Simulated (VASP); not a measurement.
Write the native input for VASP 6.6.1 that does the following.

```
Task                   : relaxation of cell and atoms
Functional             : r2SCAN
Potentials or basis    : VASP PAW PBE potentials, release 64 (Ga_d, N)
Cutoff                 : 600 eV
k mesh                 : 12 × 12 × 6
Occupations            : gaussian, width 0.02 eV
Spin                   : no spin polarisation
Further INCAR settings : ALGO = Normal; EDIFF = 1e-07; IBRION = 2; EDIFFG = -0.004; NSW = 80; ISIF = 3
```

The structure of GaN lies in POSCAR:

```
GaN
1.0
    3.1800000000      0.0000000000      0.0000000000
   -1.5900000000      2.7539607800      0.0000000000
    0.0000000000      0.0000000000      5.1660000000
Ga N
2 2
Direct
    0.3333333300      0.6666666700      0.0000000000
    0.6666666700      0.3333333300      0.5000000000
    0.3333333300      0.6666666700      0.3750000000
    0.6666666700      0.3333333300      0.8750000000
```

The input as run:

INCAR

```
  PREC = Accurate
  ENCUT = 600
  EDIFF = 1E-7
  ISMEAR = 0
  SIGMA = 0.02
  LREAL = False
  LASPH = True
  NELM = 80
  ALGO = Normal
  ISIF = 3
  LWAVE = False
  LCHARG = False
  METAGGA = R2SCAN
  LMIXTAU = True
  IBRION = 2
  NSW = 80
  EDIFFG = -0.004
```

KPOINTS

```
regular mesh
0
Gamma
  12 12 6
```

Potentials or basis: VASP PAW PBE potentials, release 64 (Ga_d, N).

Command:

```bash
$ cat potpaw_PBE.64/Ga_d/POTCAR potpaw_PBE.64/N/POTCAR > POTCAR
$ mpirun -np 1 vasp_std > vasp.out
```

Results of the run:

```json
{
 "Relaxed volume": "11.44 Å³/atom",
 "Relaxed cell": "a = 3.189 Å, b = 3.189 Å, c = 5.194 Å, α = 90.00°, β = 90.00°, γ = 120.00°",
 "Space group after relaxing (to 0.05 Å)": "P6_3mc (No. 186)",
 "Energy gained by relaxing": "1.3 meV/atom",
 "Ionic steps": "8",
 "Pressure after relaxing": "0.0 GPa",
 "Band gap on the k mesh": "2.30 eV, direct"
}
```

Caveat: the PAW data sets were made with another functional, which shifts forces and pressure a little.

Wall time 16 min on 1 thread of Intel(R) Xeon(R) 6975P-C (Granite Rapids), on a shared host, peak memory 0.25 GiB.
